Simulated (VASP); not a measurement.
An input for Ansatz (written as the equivalent of a VASP run, and not itself run):

Ansatz 0.2 input:
```yaml
crystal:
  lattice:
    - [2.3197280, 0.0000000, 0.0000000]
    - [-1.1598640, 2.0089430, 0.0000000]
    - [0.0000000, 0.0000000, 7.4637400]
  atoms:
    - { symbol: Be, position: [0.0000000, 0.0000000, 0.0000000] }
    - { symbol: Be, position: [0.0000000, 0.0000000, 0.5000000] }
    - { symbol: Be, position: [0.3333330, 0.6666670, 0.2500000] }
    - { symbol: Be, position: [0.6666670, 0.3333330, 0.7500000] }
kpoints:
  mp_grid: { grid: [6, 6, 2] }
hamiltonian:
  xc: pbe
  pseudopotentials: { kind: paw }
scf:
  occupations: { method: gaussian, width: 0.136 }
  max_iter: 100
output: { forces: true, stress: true, eigenvalues: true }
```

**Question.** Write the VASP files for the same calculation (PBE).

**Answer.** Several could match; the one computed here: 
KPOINTS:
```
Automatic mesh
0
Gamma
6 6 2
0 0 0
```

### INCAR
```
SYSTEM = Be
PREC = Accurate
ENCUT = 300
EDIFF = 1E-6
NELM = 100
ALGO = Normal
LREAL = .FALSE.
LASPH = .TRUE.
ISMEAR = 0
SIGMA = 0.136
GGA = PE
LWAVE = .FALSE.
LCHARG = .FALSE.
ISIF = 2
```

File POSCAR:
```
Be
1
    2.3197280000     0.0000000000     0.0000000000
   -1.1598640000     2.0089430000     0.0000000000
    0.0000000000     0.0000000000     7.4637400000
Be
4
Direct
  0.0000000000   0.0000000000   0.0000000000
  0.0000000000   0.0000000000   0.5000000000
  0.3333330000   0.6666670000   0.2500000000
  0.6666670000   0.3333330000   0.7500000000
```

POTCAR, in this order: Be (PBE.64 set). Program: vasp_std.

What does not carry over: each code has its own PAW files, so the cut-off isn't converted (ENCUT is set for VASP's; basis.ecutwfc is left out, and Ansatz then takes the one that its files recommend); Ansatz stops its SCF on the density residual and VASP on the energy change (EDIFF).

The structure was generated: Be was put into an ordered model structure, which need not be its known phase. The cell was not relaxed at this level. The k-mesh is coarse (spacing up to 0.52 per Å, 2π included), so the numbers may not be converged in it. The run is one of a series of settings (KPOINTS 6×6×2 Γ-centred mesh against the base run), some of them coarse on purpose.
